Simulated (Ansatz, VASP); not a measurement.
# Ta (Ta wire along [110], 33 atoms a period): VASP beside Ansatz

Wanted: the spread between two codes on one cell, functional and k mesh. Of the first pair: The structure shown is the start of the Ansatz relaxation below; VASP solves that cell, so the two are compared at the walk's first step.

Calculated with Ansatz 0.2.0; plane waves, with VASP 6.6.1 beside it; single point at PBE.

## Step 1: Starting point

The cell holds 33 atoms: 33 Ta. Its edges and angles: a = 20.080 Å, b = 16.190 Å, c = 4.695 Å, α = 90.0°, β = 90.0°, γ = 90.0°. Vacuum lies along a and b. The structure's axis is c.

## Step 2: Ansatz: relaxation, PBE

Ansatz runs on its PAW soft_1 files.

The two programs are compared at the cell with which this relaxation starts, whose forces are those of its first step.

Input file input.yaml:

```yaml
crystal:
  lattice:
    - [20.08, 0.0, 0.0]
    - [0.0, 16.19, 0.0]
    - [0.0, 0.0, 4.6951890271]
  atoms:
    - { symbol: Ta, position: [0.169322709, 0.500011676, 0.0] }
    - { symbol: Ta, position: [0.251992032, 0.355008926, 0.0] }
    - { symbol: Ta, position: [0.334661355, 0.210006177, 0.0] }
    - { symbol: Ta, position: [0.334661355, 0.500011676, 0.0] }
    - { symbol: Ta, position: [0.417330677, 0.355008926, 0.0] }
    - { symbol: Ta, position: [0.5, 0.210006177, 0.0] }
    - { symbol: Ta, position: [0.5, 0.500011676, 0.0] }
    - { symbol: Ta, position: [0.582669323, 0.355008926, 0.0] }
    - { symbol: Ta, position: [0.665338645, 0.210006177, 0.0] }
    - { symbol: Ta, position: [0.665338645, 0.500011676, 0.0] }
    - { symbol: Ta, position: [0.748007968, 0.355008926, 0.0] }
    - { symbol: Ta, position: [0.830677291, 0.500011676, 0.0] }
    - { symbol: Ta, position: [0.251992032, 0.500011676, 0.5] }
    - { symbol: Ta, position: [0.334661355, 0.355008926, 0.5] }
    - { symbol: Ta, position: [0.334661355, 0.645014425, 0.5] }
    - { symbol: Ta, position: [0.417330677, 0.210006177, 0.5] }
    - { symbol: Ta, position: [0.417330677, 0.500011676, 0.5] }
    - { symbol: Ta, position: [0.417330677, 0.790017174, 0.5] }
    - { symbol: Ta, position: [0.5, 0.355008926, 0.5] }
    - { symbol: Ta, position: [0.5, 0.645014425, 0.5] }
    - { symbol: Ta, position: [0.582669323, 0.210006177, 0.5] }
    - { symbol: Ta, position: [0.582669323, 0.500011676, 0.5] }
    - { symbol: Ta, position: [0.582669323, 0.790017174, 0.5] }
    - { symbol: Ta, position: [0.665338645, 0.355008926, 0.5] }
    - { symbol: Ta, position: [0.665338645, 0.645014425, 0.5] }
    - { symbol: Ta, position: [0.748007968, 0.500011676, 0.5] }
    - { symbol: Ta, position: [0.251992032, 0.645014425, 0.0] }
    - { symbol: Ta, position: [0.334661355, 0.790017174, 0.0] }
    - { symbol: Ta, position: [0.417330677, 0.645014425, 0.0] }
    - { symbol: Ta, position: [0.5, 0.790017174, 0.0] }
    - { symbol: Ta, position: [0.582669323, 0.645014425, 0.0] }
    - { symbol: Ta, position: [0.665338645, 0.790017174, 0.0] }
    - { symbol: Ta, position: [0.748007968, 0.645014425, 0.0] }
kpoints:
  mp_grid: { grid: [1, 1, 18] }
scf:
  occupations: { method: fermi_dirac, width: 0.05 }
hamiltonian:
  xc: pbe
  pseudopotentials: { kind: paw, azcp: { folder: soft_1 } }
relax:
  cell: { fix: [a, b, alpha, beta, gamma] }
  max_steps: 45
  f_tol: 0.03
```

On the command line:

```bash
$ ansatz run input.yaml --threads 4 --pin off --max-ram 16384MiB --backend cpu --events-out ev --progress --plain --runs-dir out
```

Numbers of over 12 decimals in the logs are rounded to 6 here.

The log of the run:

```text
Engine: ansatz 0.2.0, aarch64-unknown-linux-gnu
Pseudopotentials: kind: paw
Pseudopotential: Ta, paw, valence charge 13, recommended cutoff 420 eV (normal), soft_1/Ta.paw.azcp
Functional definition: PBE
  parameter kappa = 0.804
  parameter beta = 0.066725
  exchange = pbe_x(kappa = kappa, mu = beta*pi^2/3)
  correlation = pbe_c(beta = beta)
Crystal: 33 atoms, lattice volume = 1526.383 Å³
Basis set: ecut = 420 eV, 29771 PW (Γ), exchange–correlation on 270×240×64 points (8 copies of the dense FFT grid, shifted against one another)
Bands: 258, of which v1, the nominal top of the filled ones, is band 215 counted from 1 (214 counted from 0)
Symmetry: 8 space group operations
Space group: Pmmm (ITA 47), of the structure as read, at distance tolerance 1.2e-4 Å
k-points: 10 of 18
Non-local potential: Ta, projectors of the file, l = 0: 3, l = 1: 2, l = 2: 2, l = 3: 1
PAW form: soft (Blöchl's): semilocal exchange-correlation on the pseudo side does not see the compensation charge
PAW one-centre angular grid: Ta, 590 points (default); XC on 64 Gauss nodes
Initial density: superposition of atomic densities (neutral atoms: chi_scale 0, normalization atom)
Initial wavefunctions: pseudopotential atomic-orbital guess
Functional: x = pbe(κ = 0.804, μ = 0.219515), c = pbe(β = 0.066725)
SCF iter   1: F=—  HF=-327796.915806 eV  |F-HF|=—  |Δ(HF+E_count)|=         —  Δρ=4.63e-2  dr2=4.96e2  ethr=3.10e-3  ⟨swp⟩=11.6  Hψ=12465  notcnv=0  defer=33
preconditioner: auto → LDOS  [metal: Δε(μ)=0.022 eV  Ē_g=4.062 eV  σ=0.050 eV  W_gap=0.11  n_scr=290 (ndim 8)  ℏωp=12.2 eV  f_vac=0.453  D(μ)=34.88/eV (n_scr^D=228)  β→1.0]
SCF iter   2: F=—  HF=-327787.603518 eV  |F-HF|=—  |Δ(HF+E_count)|=    9.31e0  Δρ=5.63e-2  dr2=8.92e2  ethr=3.10e-3  ⟨swp⟩=8.7  Hψ=10501  notcnv=0  defer=188
SCF iter   3: F=—  HF=-327762.205730 eV  |F-HF|=—  |Δ(HF+E_count)|=    2.54e1  Δρ=1.07e-2  dr2=9.92e0  ethr=3.10e-3  ⟨swp⟩=6.4  Hψ=7576  notcnv=0  defer=104
SCF iter   4: F=—  HF=-327761.889874 eV  |F-HF|=—  |Δ(HF+E_count)|=   3.16e-1  Δρ=3.92e-3  dr2=2.64e0  ethr=2.31e-3  ⟨swp⟩=4.2  Hψ=3576  notcnv=0  defer=102
SCF iter   5: F=—  HF=-327761.770454 eV  |F-HF|=—  |Δ(HF+E_count)|=   1.19e-1  Δρ=1.59e-3  dr2=2.34e-1  ethr=6.16e-4  ⟨swp⟩=5.2  Hψ=4031  notcnv=0  defer=99
SCF iter   6: F=—  HF=-327761.771219 eV  |F-HF|=—  |Δ(HF+E_count)|=   7.65e-4  Δρ=4.73e-4  dr2=2.28e-2  ethr=5.44e-5  ⟨swp⟩=2.1  Hψ=3666  notcnv=0  defer=99
SCF iter   7: F=—  HF=-327761.771384 eV  |F-HF|=—  |Δ(HF+E_count)|=   1.65e-4  Δρ=1.47e-4  dr2=1.88e-3  ethr=5.33e-6  ⟨swp⟩=2.2  Hψ=3277  notcnv=0  defer=99
SCF iter   8: F=—  HF=-327761.771492 eV  |F-HF|=—  |Δ(HF+E_count)|=   1.08e-4  Δρ=5.04e-5  dr2=1.92e-4  ethr=4.39e-7  ⟨swp⟩=2.4  Hψ=3380  notcnv=0  defer=99
SCF iter   9: F=—  HF=-327761.771504 eV  |F-HF|=—  |Δ(HF+E_count)|=   1.21e-5  Δρ=1.45e-5  dr2=7.54e-6  ethr=4.48e-8  ⟨swp⟩=2.4  Hψ=3407  notcnv=0  defer=99
SCF iter  10: F=—  HF=-327761.772337 eV  |F-HF|=—  |Δ(HF+E_count)|=   8.33e-4  Δρ=5.41e-6  dr2=9.76e-7  ethr=1.76e-9  ⟨swp⟩=3.1  Hψ=4578  notcnv=0  defer=99
SCF iter  11: F=-327761.772337 eV  HF=-327761.772337 eV  |F-HF|=3.49e-10  |Δ(HF+E_count)|=   1.80e-7  Δρ=1.66e-6  dr2=8.13e-8  ethr=2.33e-11  ⟨swp⟩=4.4  Hψ=10618  notcnv=0
SCF 1 converged in 11 iterations: F = -327761.772337 eV  dr2 = 8.13e-8
  greatest PAW one-centre occupation: 0.999 electrons in one spin orbital (limit 2), on the Ta atom at site 6 (counted from 0), in its partial waves of l = 0
relax step   1: F+E_penalty+E_count = -327761.77233736 eV  Δ(F+E_penalty+E_count) = +0.000e0 eV  max|allowed force component| = 2.796e0 eV/Å  Δτ_max = 0.0000 Å  P = -5.083 GPa  Ω = 1526.383 Å³  fix = [a, b, alpha, beta, gamma]  reactions: a -4.785, b -4.969 GPa  (11 SCF iters, dr2 threshold 1.00e-7 eV, accepted)
[...]
relax step   7: F+E_penalty+E_count = -327765.37707894 eV  Δ(F+E_penalty+E_count) = -1.885e-3 eV  max|allowed force component| = 9.048e-3 eV/Å  Δτ_max = 0.0097 Å  P = -0.039 GPa  Ω = 1481.990 Å³  energy of the carried Pulay correction = +3.696e-3 eV  fix = [a, b, alpha, beta, gamma]  reactions: a +0.011, b -0.143 GPa  (9 SCF iters, accepted)
[...]
relax step   8: F+E_penalty+E_count = -327765.37345629 eV  Δ(F+E_penalty+E_count) = +3.623e-3 eV  max|allowed force component| = 8.944e-3 eV/Å  Δτ_max = 0.0000 Å  P = -0.039 GPa  Ω = 1481.990 Å³  fix = [a, b, alpha, beta, gamma]  reactions: a +0.012, b -0.142 GPa  stress off target by 1.42e-2 GPa on what of the cell is left free  SCF on the basis re-selected at this cell (its energy is not comparable with the rows above)  (5 SCF iters)
basis re-selected at this cell: Δ(F+E_penalty+E_count) = +3.623e-3 eV, ΔP = +0.000 GPa vs the last step (what re-selecting the basis moved, of the pressure what is left beyond the Pulay correction that the steps carried, after the strain that the cell walked since its last selection, with what the two solves' SCF thresholds leave and, on support functions, any second-order correction that the steps lacked; it is no m [...]
SCF converged after 5 iterations
Free energy (F): -327765.373456 eV
Harris-Foulkes:  -327765.373456 eV  (|F-HF|=4.07e-10)
Internal energy: -327765.085497 eV  (E = F + TS)
E sigma→0 (E₀):  -327765.229477 eV
Entropy (-TS):   -0.287959 eV (-8.726 meV/atom)
Fermi energy:    5.443560 eV
--- Per-component energies (eV) ---
  E_band       = -9136.720369
  E_kinetic    = 12982.080065
  E_local      = -243505.399470  (includes V_loc(G=0)·N_el)
  E_nonlocal   = -359.485163
  E_hartree    = 116408.929406
  E_xc         = -10576.286041
  E_vxc        = -7675.956512  (∫ρ·V_xc dr)
  E_paw        = -274050.222191  (= ΣΔE_a)
  E_vpaw       = -3395.817681  (= ΣTr[D̂ρ^β])
  E_aug_tail   = 0.003092  (compensation charges beyond the density's cutoff)
  E_ewald      = 71335.294805
  E_smearing   = -0.287959  (= −TS)
  E_closure    = -0.000000  (closes the sum)
  Σ components = -327765.373456   (vs F -327765.373456, Δ=0.00e0)
--- Forces (eV/Å), atoms counted from 1 ---
  atom   1  Ta    -0.00530647     0.00000000     0.00000000
  atom   2  Ta    -0.00533615    -0.00186233     0.00000000
  atom   3  Ta    -0.00531758     0.00319251     0.00000000
  atom   4  Ta     0.00842941     0.00000000     0.00000000
  atom   5  Ta    -0.00012239     0.00014752     0.00000000
  atom   6  Ta    -0.00000000     0.00625215     0.00000000
  atom   7  Ta     0.00000000     0.00000000     0.00000000
  atom   8  Ta     0.00012239     0.00014752     0.00000000
  atom   9  Ta     0.00531758     0.00319251     0.00000000
  atom  10  Ta    -0.00842941    -0.00000000     0.00000000
  atom  11  Ta     0.00533615    -0.00186233     0.00000000
  atom  12  Ta     0.00530647    -0.00000000     0.00000000
  atom  13  Ta     0.00618169    -0.00000000     0.00000000
  atom  14  Ta    -0.00203270     0.00106719     0.00000000
  atom  15  Ta    -0.00203270    -0.00106719     0.00000000
  atom  16  Ta     0.00159127     0.00894431     0.00000000
  atom  17  Ta     0.00214203     0.00000000     0.00000000
  atom  18  Ta     0.00159127    -0.00894431     0.00000000
  atom  19  Ta    -0.00000000     0.00126150     0.00000000
  atom  20  Ta     0.00000000    -0.00126150     0.00000000
  atom  21  Ta    -0.00159127     0.00894431     0.00000000
  atom  22  Ta    -0.00214203    -0.00000000     0.00000000
  atom  23  Ta    -0.00159127    -0.00894431     0.00000000
  atom  24  Ta     0.00203270     0.00106719     0.00000000
  atom  25  Ta     0.00203270    -0.00106719     0.00000000
  atom  26  Ta    -0.00618169     0.00000000     0.00000000
  atom  27  Ta    -0.00533615     0.00186233     0.00000000
  atom  28  Ta    -0.00531758    -0.00319251     0.00000000
  atom  29  Ta    -0.00012239    -0.00014752     0.00000000
  atom  30  Ta     0.00000000    -0.00625215     0.00000000
  atom  31  Ta     0.00012239    -0.00014752     0.00000000
  atom  32  Ta     0.00531758    -0.00319251     0.00000000
  atom  33  Ta     0.00533615     0.00186233     0.00000000
  max |Σ_I F_I| component: 1.73e-18 eV/Å
--- Stress (GPa, compression-positive) ---
        0.012037       0.000000       0.000000
        0.000000      -0.141936       0.000000
        0.000000       0.000000       0.014222
  P = ⅓ Tr σ = -0.0386 GPa (-0.386 kbar)
--- Relaxed structure (7 steps of the walk, 6 accepted, 1 SCFs on fresh bases) ---
  F+E_penalty+E_count = -327765.37345629 eV   max|allowed force component| = 8.944e-3 eV/Å   (the final SCF, on the basis selected at the relaxed cell)
  cell:  # Å, volume = 1481.9896 Å³
    - [20.08, 0.0, 0.0]
    - [0.0, 16.19, 0.0]
    - [0.0, 0.0, 4.558633]
  atoms:
    - { symbol: Ta, position: [0.180696, 0.500012, 0.0] }
    - { symbol: Ta, position: [0.251429, 0.365183, 0.0] }
    - { symbol: Ta, position: [0.339510, 0.225616, 0.0] }
    - { symbol: Ta, position: [0.332932, 0.500012, 0.0] }
    - { symbol: Ta, position: [0.416776, 0.359301, 0.0] }
    - { symbol: Ta, position: [0.5, 0.214749, 0.0] }
    - { symbol: Ta, position: [0.5, 0.500012, 0.0] }
    - { symbol: Ta, position: [0.583224, 0.359301, 0.0] }
    - { symbol: Ta, position: [0.660490, 0.225616, 0.0] }
    - { symbol: Ta, position: [0.667068, 0.500012, 0.0] }
    - { symbol: Ta, position: [0.748571, 0.365183, 0.0] }
    - { symbol: Ta, position: [0.819304, 0.500012, 0.0] }
    - { symbol: Ta, position: [0.252771, 0.500012, 0.5] }
    - { symbol: Ta, position: [0.334355, 0.350296, 0.5] }
    - { symbol: Ta, position: [0.334355, 0.649727, 0.5] }
    - { symbol: Ta, position: [0.419692, 0.215312, 0.5] }
    - { symbol: Ta, position: [0.415139, 0.500012, 0.5] }
    - { symbol: Ta, position: [0.419692, 0.784711, 0.5] }
    - { symbol: Ta, position: [0.5, 0.357110, 0.5] }
    - { symbol: Ta, position: [0.5, 0.642913, 0.5] }
    - { symbol: Ta, position: [0.580308, 0.215312, 0.5] }
    - { symbol: Ta, position: [0.584861, 0.500012, 0.5] }
    - { symbol: Ta, position: [0.580308, 0.784711, 0.5] }
    - { symbol: Ta, position: [0.665645, 0.350296, 0.5] }
    - { symbol: Ta, position: [0.665645, 0.649727, 0.5] }
    - { symbol: Ta, position: [0.747229, 0.500012, 0.5] }
    - { symbol: Ta, position: [0.251429, 0.634840, 0.0] }
    - { symbol: Ta, position: [0.339510, 0.774407, 0.0] }
    - { symbol: Ta, position: [0.416776, 0.640722, 0.0] }
    - { symbol: Ta, position: [0.5, 0.785274, 0.0] }
    - { symbol: Ta, position: [0.583224, 0.640722, 0.0] }
    - { symbol: Ta, position: [0.660490, 0.774407, 0.0] }
    - { symbol: Ta, position: [0.748571, 0.634840, 0.0] }
```

## Step 3: VASP: single point, PBE, start cell, pair 1

The same cell, functional, mesh and smearing now go to VASP, with its own data sets.

Lines of VASP's logs that name or quote its potential files are left out, and so is its time.

Input file INCAR:

```
SYSTEM = Ta
PREC = Accurate
ENCUT = 400
EDIFF = 1E-06
NELM = 120
ISMEAR = -1
SIGMA = 0.05
LREAL = Auto
ALGO = Normal
GGA = PE
NBANDS = 212
LASPH = .TRUE.
LORBIT = 11
LWAVE = .FALSE.
LCHARG = .FALSE.
ISIF = 2
GGA_COMPAT = .FALSE.
KPAR = 4
```

Input file POSCAR:

```
Ta
1.0
   20.0800000000      0.0000000000      0.0000000000
    0.0000000000     16.1900000000      0.0000000000
    0.0000000000      0.0000000000      4.6951890000
Ta
33
Direct
    0.1693227092      0.5000116739      0.0000000000
    0.2519920319      0.3550089561      0.0000000000
    0.3346613546      0.2100061767      0.0000000000
    0.3346613546      0.5000116739      0.0000000000
    0.4173306773      0.3550089561      0.0000000000
    0.5000000000      0.2100061767      0.0000000000
    0.5000000000      0.5000116739      0.0000000000
    0.5826693227      0.3550089561      0.0000000000
    0.6653386454      0.2100061767      0.0000000000
    0.6653386454      0.5000116739      0.0000000000
    0.7480079681      0.3550089561      0.0000000000
    0.8306772908      0.5000116739      0.0000000000
    0.2519920319      0.5000116739      0.5000001065
    0.3346613546      0.3550089561      0.5000001065
    0.3346613546      0.6450144534      0.5000001065
    0.4173306773      0.2100061767      0.5000001065
    0.4173306773      0.5000116739      0.5000001065
    0.4173306773      0.7900171711      0.5000001065
    0.5000000000      0.3550089561      0.5000001065
    0.5000000000      0.6450144534      0.5000001065
    0.5826693227      0.2100061767      0.5000001065
    0.5826693227      0.5000116739      0.5000001065
    0.5826693227      0.7900171711      0.5000001065
    0.6653386454      0.3550089561      0.5000001065
    0.6653386454      0.6450144534      0.5000001065
    0.7480079681      0.5000116739      0.5000001065
    0.2519920319      0.6450144534      0.0000000000
    0.3346613546      0.7900171711      0.0000000000
    0.4173306773      0.6450144534      0.0000000000
    0.5000000000      0.7900171711      0.0000000000
    0.5826693227      0.6450144534      0.0000000000
    0.6653386454      0.7900171711      0.0000000000
    0.7480079681      0.6450144534      0.0000000000
```

Input file KPOINTS:

```
Automatic mesh
0
Gamma
1 1 18
0 0 0
```

The projector-augmented-wave data sets are Ta_pv (PBE family, release 64).

On the command line:

```bash
$ mpirun -np 4 vasp_std
```

The log of the run:

```text
[banner, memory and clock lines left out]
running    4 mpi-ranks, on    1 nodes
[...]
LDA part: xc-table for (Slater+PW92), standard interpolation
 POSCAR, INCAR and KPOINTS ok, starting setup
[...]
entering main loop
       N       E                     dE             d eps       ncg     rms          rms(c)
DAV:   1     0.282471491370E+04    0.28247E+04   -0.18207E+05  5448   0.125E+03
DAV:   2    -0.221896135964E+03   -0.30466E+04   -0.29855E+04  4824   0.371E+02
DAV:   3    -0.387418282667E+03   -0.16552E+03   -0.15752E+03  5528   0.693E+01
DAV:   4    -0.396910463439E+03   -0.94922E+01   -0.91107E+01  5592   0.135E+01
[...]
DAV:  30    -0.355042408316E+03   -0.62264E-05   -0.45424E-07  2880   0.964E-04    0.391E-04
DAV:  31    -0.355042409650E+03   -0.13337E-05   -0.12576E-07  2712   0.509E-04    0.204E-04
DAV:  32    -0.355042410097E+03   -0.44760E-06   -0.80581E-08  2648   0.350E-04
   1 F= -.35504241E+03 E0= -.35487312E+03  d E =-.338572E+00
```

OUTCAR, selected parts (step 3):

```text
  Total      -45.7993970    -47.6064906    -52.5020508      0.0000000      0.0000000      0.0000000
  in kB      -48.0736067    -49.9704332    -55.1090868      0.0000000      0.0000000      0.0000000
  external PRESSURE =     -51.0510422 kB  Pullay stress =       0.0000000 kB

 POSITION                                       TOTAL-FORCE (eV/Angst)
 -----------------------------------------------------------------------------------
      3.40000      8.09519      0.00000         2.792438      0.000000     -0.000000
      5.06000      5.74759      0.00000         0.564459      1.457163      0.000000
      6.72000      3.40000      0.00000         1.237810      1.696936     -0.000000
      6.72000      8.09519      0.00000        -1.065953      0.000000     -0.000000
      8.38000      5.74759      0.00000        -0.775851     -0.372177     -0.000000
     10.04000      3.40000      0.00000        -0.000000      0.141667     -0.000000
     10.04000      8.09519      0.00000        -0.000000      0.000000     -0.000000
     11.70000      5.74759      0.00000         0.775851     -0.372177     -0.000000
     13.36000      3.40000      0.00000        -1.237810      1.696936     -0.000000
     13.36000      8.09519      0.00000         1.065953      0.000000     -0.000000
     15.02000      5.74759      0.00000        -0.564459      1.457163      0.000000
     16.68000      8.09519      0.00000        -2.792438      0.000000     -0.000000
      5.06000      8.09519      2.34760        -0.528508      0.000000      0.000000
      6.72000      5.74759      2.34760        -0.006133     -1.085925      0.000000
[...]
-----------------------------------------------------------------------------------
    total drift:                                0.000000     -0.003325     -0.001613

  FREE ENERGIE OF THE ION-ELECTRON SYSTEM (eV)
  ---------------------------------------------------
  free  energy   TOTEN  =      -355.0424100974 eV

  energy  without entropy=     -354.7038383798  energy(sigma->0) =     -354.87312424

[... 3 further parts left out ...]
[key lines of the parts left out:]
E-fermi :   0.1899
```

This run has no spin polarisation. Its electron count is odd, so without a moment it is a metal by construction.

## Step 4: Comparison

Known differences besides the potentials themselves: the data sets hold 429 valence electrons in Ansatz (on its PAW soft_1 files) and 363 in VASP; the cutoff is 420 eV in Ansatz and 400 eV in VASP (PREC = Accurate, projectors in real space). Total energies have different zeros and are not compared.

Forces on 10 of the 33 atoms, those with the largest forces and the largest differences (eV/Å; atoms numbered as in POSCAR):

```tsv
atom	Ansatz x, y, z	VASP x, y, z
Ta1	2.796, 0.000, 0.000	2.792, 0.000, 0.000
Ta2	0.563, 1.458, 0.000	0.564, 1.457, 0.000
Ta3	1.237, 1.697, 0.000	1.238, 1.697, 0.000
Ta9	-1.237, 1.697, 0.000	-1.238, 1.697, 0.000
Ta12	-2.796, 0.000, 0.000	-2.792, 0.000, 0.000
Ta14	0.002, -1.087, 0.000	-0.006, -1.086, 0.000
Ta19	0.000, -0.434, 0.000	0.000, -0.446, 0.000
Ta20	0.000, 0.434, 0.000	0.000, 0.446, 0.000
Ta28	1.237, -1.697, 0.000	1.238, -1.697, 0.000
Ta32	-1.237, -1.697, 0.000	-1.238, -1.697, 0.000
```

The forces differ by 3.1 meV/Å r.m.s., which is 0.4 % of the r.m.s. force of 0.756 eV/Å (both taken over all components).

## Step 5: Ansatz: relaxation, PBE

This run makes the geometry at which the two programs are then compared. The cell compared in this pair holds 1481.99 Å³, against 1526.38 Å³ for the pair before.

The structure compared here is the end of the Ansatz relaxation.

input.yaml is that of step 2.

On the command line:

```bash
$ ansatz run input.yaml --threads 4 --pin off --max-ram 16384MiB --backend cpu --events-out ev --progress --plain --runs-dir out
```

The log of the run:

```text
[...]
Crystal: 33 atoms, lattice volume = 1526.383 Å³
Basis set: ecut = 420 eV, 29771 PW (Γ), exchange–correlation on 270×240×64 points (8 copies of the dense FFT grid, shifted against one another)
Bands: 258, of which v1, the nominal top of the filled ones, is band 215 counted from 1 (214 counted from 0)
Symmetry: 8 space group operations
[...]
k-points: 10 of 18
[...]
- { symbol: Ta, position: [0.416776, 0.359301, 0.0] }
    - { symbol: Ta, position: [0.5, 0.214749, 0.0] }
    - { symbol: Ta, position: [0.5, 0.500012, 0.0] }
    - { symbol: Ta, position: [0.583224, 0.359301, 0.0] }
[...]
- { symbol: Ta, position: [0.5, 0.785274, 0.0] }
    - { symbol: Ta, position: [0.583224, 0.640722, 0.0] }
    - { symbol: Ta, position: [0.660490, 0.774407, 0.0] }
    - { symbol: Ta, position: [0.748571, 0.634840, 0.0] }
[key lines of the parts left out:]
SCF converged after 5 iterations
Free energy (F): -327765.373456 eV
Fermi energy:    5.443560 eV
P = ⅓ Tr σ = -0.0386 GPa (-0.386 kbar)
```

(Part 1 of 2 ends here.)

[Lines on the potential files, build, host, timing and source positions are cut from VASP's logs without a mark.]

[Logs are printed without paths, hosts, clocks, repeated set-up lines and the standing remarks that a program may print on its own settings, such as how far it seeks lower states.]

[Hosts, paths, dates, database ids (printed as entryN), source tags and the programs' standing remarks are cut or masked in the printed files.]
